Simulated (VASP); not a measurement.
Set up this calculation in VASP 6.6.1, as the native input.

```yaml
Task: relaxation of cell and atoms
Functional: PBE
Potentials_or_basis: VASP PAW PBE potentials, release 64 (Ag, Os, Pt)
Cutoff: 600 eV
k_mesh: 4 × 4 × 4
Occupations: gaussian, width 0.1 eV
Spin: no spin polarisation
Dipole_correction: no
Further_INCAR_settings: ALGO = Normal; EDIFF = 1e-07; IBRION = 2; EDIFFG = -0.04; NSW = 90; ISIF = 3
```

The structure of AgOsPt3 lies in POSCAR:

```
AgOsPt3
1.0
    4.4402669300      0.0000000000      0.0000000000
    0.0000000000      4.4402669300      0.0000000000
    0.0000000000      0.0000000000      4.4402669300
Ag Os Pt
1 1 3
Direct
    0.5000000000      0.5000000000      0.5000000000
    0.0000000000      0.0000000000      0.0000000000
    0.5000000000      0.5000000000      0.0000000000
    0.0000000000      0.5000000000      0.5000000000
    0.5000000000      0.0000000000      0.5000000000
```

The cell was built by a generator and needn't be a form met in nature.

The cell isn't the ideal one: species swapped into the La3InN type (Pm-3m, No. 221).

One way to write it, as run:

INCAR

```
SYSTEM = AgOsPt3
  PREC = Accurate
  ENCUT = 600
  EDIFF = 1E-7
  ISMEAR = 0
  SIGMA = 0.1
  LREAL = .False.
  LASPH = .True.
  NELM = 100
  ALGO = Normal
  ISIF = 3
  LWAVE = .False.
  LCHARG = .False.
  GGA = PE
  IBRION = 2
  NSW = 90
  EDIFFG = -0.04
```

KPOINTS

```
regular mesh
0
Gamma
  4 4 4
  0 0 0
```

Potentials or basis: VASP PAW PBE potentials, release 64 (Ag, Os, Pt).

The run is started by

```console
$ cat potpaw_PBE.64/Ag/POTCAR potpaw_PBE.64/Os/POTCAR potpaw_PBE.64/Pt/POTCAR > POTCAR
$ mpirun -np 1 vasp_std > vasp.out
```

Results of the run:

| Item | Value |
| --- | --- |
| Relaxed volume | 21.36 Å³/atom |
| Relaxed cell | a = 4.744 Å, b = 4.744 Å, c = 4.744 Å, α = 90.00°, β = 90.00°, γ = 90.00° |
| Space group after relaxing (to 0.05 Å) | Pm-3m (No. 221) |
| Energy gained by relaxing | 367.6 meV/atom |
| Ionic steps | 5 |
| Pressure after relaxing | 0.0 GPa |
| Band gap on the k mesh | none (metal or under the smearing width) |

Caveat: the volume moved by over 15 % at a fixed basis, so the end points are rough.

Wall time 2.8 min on 1 thread of AMD EPYC 7R13 Processor (Zen 3) (shared host), peak memory 0.2 GiB.
